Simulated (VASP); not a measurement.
Input:

```xyz
3
Lattice="4.9081 0.0000 0.0000 -2.4540 4.2505 0.0000 0.0000 0.0000 3.8125" Properties=species:S:1:pos:R:3 pbc="T T T"
Ba     2.4540     1.4168     0.0000
Li     0.0000     0.0000     1.9062
Si     0.0000     2.8337     1.9062
```

Method: PBEsol GGA with spin-orbit coupling, VASP's PBE PAW potentials (set 64) (plane waves; VASP). Numerical set-up: 520 eV cut-off, 7×7×7 Γ-centred mesh, Gaussian smearing of 0.050 eV, potentials Ba_sv Li_sv Si.

Problem. Give the energies of bands 11 to 23 at the high-symmetry points, in eV from the Fermi level.

Solution. 
```json
[
 {"band": "11", "Γ": "-6.84", "M": "-6.05", "K": "-5.99", "A": "-5.29", "L": "-5.75", "H": "-5.79"},
 {"band": "12", "Γ": "-6.84", "M": "-6.05", "K": "-5.84", "A": "-5.29", "L": "-5.75", "H": "-5.79"},
 {"band": "13", "Γ": "-0.71", "M": "-1.98", "K": "-1.77", "A": "-2.31", "L": "-1.16", "H": "-1.67"},
 {"band": "14", "Γ": "-0.71", "M": "-1.98", "K": "-1.76", "A": "-2.31", "L": "-1.16", "H": "-1.67"},
 {"band": "15", "Γ": "-0.71", "M": "0.02", "K": "-1.07", "A": "0.17", "L": "-0.99", "H": "-1.02"},
 {"band": "16", "Γ": "-0.71", "M": "0.02", "K": "-0.88", "A": "0.17", "L": "-0.99", "H": "-0.90"},
 {"band": "17", "Γ": "0.96", "M": "0.67", "K": "1.81", "A": "0.20", "L": "-0.65", "H": "0.24"},
 {"band": "18", "Γ": "0.96", "M": "0.67", "K": "1.82", "A": "0.20", "L": "-0.65", "H": "0.25"},
 {"band": "19", "Γ": "1.96", "M": "1.75", "K": "2.24", "A": "1.97", "L": "1.03", "H": "1.21"},
 {"band": "20", "Γ": "1.96", "M": "1.75", "K": "2.24", "A": "1.97", "L": "1.03", "H": "1.31"},
 {"band": "21", "Γ": "2.46", "M": "3.64", "K": "2.28", "A": "1.99", "L": "3.80", "H": "3.39"},
 {"band": "22", "Γ": "2.46", "M": "3.64", "K": "2.33", "A": "1.99", "L": "3.80", "H": "3.43"},
 {"band": "23", "Γ": "4.08", "M": "3.82", "K": "3.68", "A": "2.46", "L": "4.86", "H": "3.60"}
]
```

It has no gap at this level: it comes out as a metal or semimetal.

The structure comes from a computed database's BaLiSi entry (P-6m2); how it stands against other phases isn't given here. It was relaxed first.
